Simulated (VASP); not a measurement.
Runs of VASP 6.6.1 on Cd3Os. All rows change the cell; the cell of one of them follows. It takes space group Pm-3m (No. 221, cubic). Conventional cell: a = 4.300 Å, b = 4.300 Å, c = 4.300 Å, α = 90.00°, β = 90.00°, γ = 90.00°. Cd (site symmetry 4/mmm) is surrounded by 8 Cd at 3.04 Å and 4 Os at 3.04 Å. Around Os (site symmetry m-3m) lie 12 Cd at 3.04 Å. The cell was built by a generator and needn't be a form met in nature.

```tsv
task	cell	k mesh	cutoff (eV)	mesh quality	gap on the mesh (eV)	pressure (GPa)	relaxed volume (Å³/atom)
relaxation of cell and atoms	relaxed from: species swapped into the HoPt3 type (Pm-3m, No. 221)	4 × 4 × 4	600	coarse	none	0.0	18.49
single point	species swapped into the HoPt3 type (Pm-3m, No. 221)	12 × 12 × 12	520	not flagged	none	0.8	-
single point	species swapped into the HoPt3 type (Pm-3m, No. 221)	4 × 4 × 4	520	coarse	none	0.6	-
relaxation of cell and atoms	relaxed from: species swapped into the HoPt3 type (Pm-3m, No. 221)	12 × 12 × 12	600	not flagged	none	0.0	(a)
```

Alike in all rows: level PBE; potentials or basis VASP PAW PBE potentials, release 64 (Cd, Os); no spin polarisation; smearing gaussian 0.1 eV.

Task: Estimate the missing entries.

Result: (a) 18.52.

Caveats: some runs use coarse meshes.

A k mesh can miss the band edges, and the runs leave out spin-orbit coupling on Cd, Os.

A gap of «none» marks a metal or a gap under the smearing width.
